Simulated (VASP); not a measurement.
Level of theory: RPBE GGA, VASP's PBE PAW potentials (set 64) (plane waves; VASP). For the first row: Settings: 520 eV cut-off, 11×11×11 Γ-centred mesh, first-order Methfessel-Paxton smearing of 0.10 eV, potentials Ga_d As.

| system | energy (eV/atom) |
|---|---|
| GaAs (zinc blende) | -3.8006 |
| Ga atom | -0.3153 |
| As atom | -1.7880 |

Atoms are spin-polarised in a large box without symmetry, with the spin fixed by Hund's rule, and may not be in the lowest state of each functional; no zero-point energy is added.

What is the cohesive energy per atom of GaAs?

The references average (1×(-0.3153) + 1×(-1.7880))/2 = -1.0516 eV, so the cohesive energy is -1.0516 − (-3.8006) = 2.749 eV/atom. Measured: 3.340 eV/atom at 0 K (as given by Daniel Mejia-Rodriguez et al., Physical Review B (2018), arXiv:1807.09216; static lattice: zero-point vibration energy added).
